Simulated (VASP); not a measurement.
Ta3AsAu2O13:

```xyz
19
Lattice="6.8007 -1.9216 -0.0262 6.8007 1.9216 -0.0262 -1.7223 0.0000 10.3729" Properties=species:S:1:pos:R:3 pbc="T T T"
Ta    2.9718    0.0000    6.5236
Ta    4.8678    0.0000    0.0213
Ta    7.0062    0.0000   10.3228
As    8.9252    0.0000    3.7233
Au    7.0966    0.0000    6.5221
Au    4.8091    0.0000    3.7731
O     3.2720    0.0000    8.3381
O     4.7052    0.0000    5.7491
O     9.6078    0.0000    6.1194
O     8.6255    0.0000    2.0474
O     7.2888    0.0000    4.4798
O     2.2695    0.0000    4.2576
O     6.9552    0.0000    8.4957
O     0.8547    0.0000    6.6412
O     4.9002    0.0000    1.8415
O    10.8759    0.0000    3.6718
O     6.8030    0.0000    0.0005
O     9.3446    0.0000   10.2506
O     2.5337    0.0000    0.0790
```

The cell was built by a generator and needn't be a form met in nature.

* Program: VASP 6.6.1
* Task: relaxation of cell and atoms
* Functional: LDA
* Potentials or basis: VASP PAW LDA potentials, release 64 (Ta_pv, As, Au, O)
* Cutoff: 600 eV
* k mesh: 7 × 7 × 3
* Occupations: fermi-dirac, width 0.05 eV
* Spin: no spin polarisation

At the start: pressure -8.8 GPa; volume 14.26 Å³/atom.

Question: How do energy, volume and symmetry change on relaxing?

Answer: Over 41 steps the energy falls by 24.2 meV/atom and the volume is 13.44 Å³/atom (-5.8 %); space group Cm (No. 8, to 0.05 Å).

Step by step:
| step | energy change (eV) | largest force (eV/Å) | pressure (GPa) | volume (Å³) |
| --- | --- | --- | --- | --- |
| 1 | 0.0000 | 0.3617 | -8.80 | 270.94 |
| 3 | -0.3611 | 0.7576 | -0.19 | 258.87 |
| 5 | -0.3952 | 0.3831 | -0.17 | 257.72 |
| 7 | -0.4251 | 0.4469 | 0.33 | 255.83 |
| 9 | -0.4350 | 0.3129 | 0.03 | 255.72 |
| 11 | -0.4404 | 0.2224 | -0.06 | 255.75 |
| 13 | -0.4461 | 0.1576 | -0.05 | 255.63 |
| 15 | -0.4497 | 0.1704 | 0.04 | 255.42 |
| 17 | -0.4540 | 0.2010 | 0.05 | 255.32 |
| 19 | -0.4561 | 0.1510 | 0.01 | 255.35 |
| 21 | -0.4580 | 0.1044 | -0.05 | 255.39 |
| 23 | -0.4587 | 0.0893 | 0.06 | 255.31 |
| 25 | -0.4591 | 0.0695 | -0.03 | 255.39 |
| 27 | -0.4593 | 0.0333 | -0.01 | 255.38 |
| 29 | -0.4594 | 0.0284 | 0.00 | 255.35 |
| 31 | -0.4595 | 0.0361 | 0.00 | 255.33 |
| 33 | -0.4596 | 0.0247 | 0.00 | 255.32 |
| 35 | -0.4597 | 0.0178 | 0.01 | 255.32 |
| 37 | -0.4597 | 0.0260 | -0.01 | 255.35 |
| 39 | -0.4598 | 0.0117 | -0.01 | 255.34 |
| 41 | -0.4598 | 0.0098 | 0.00 | 255.33 |

Final structure:
```
Ta As Au O
1.0
     6.64809   -1.89155   -0.05831
     6.64809    1.89155   -0.05831
    -1.73354    0.00000   10.16719
Ta As Au O
3 1 2 13
Direct
  0.29511 0.29511 0.62729
  0.35685 0.35685 0.00476
  0.64300 0.64300 0.00163
  0.70503 0.70503 0.36782
  0.59983 0.59983 0.63194
  0.40331 0.40331 0.36869
  0.33895 0.33895 0.80519
  0.41764 0.41764 0.56015
  0.77781 0.77781 0.57853
  0.66279 0.66279 0.20190
  0.58915 0.58915 0.43411
  0.22001 0.22001 0.41163
  0.61512 0.61512 0.82182
  0.14091 0.14091 0.63823
  0.38493 0.38493 0.18278
  0.84848 0.84848 0.35796
  0.50012 0.50012 0.00273
  0.81151 0.81151 0.99282
  0.18948 0.18948 0.01002
```
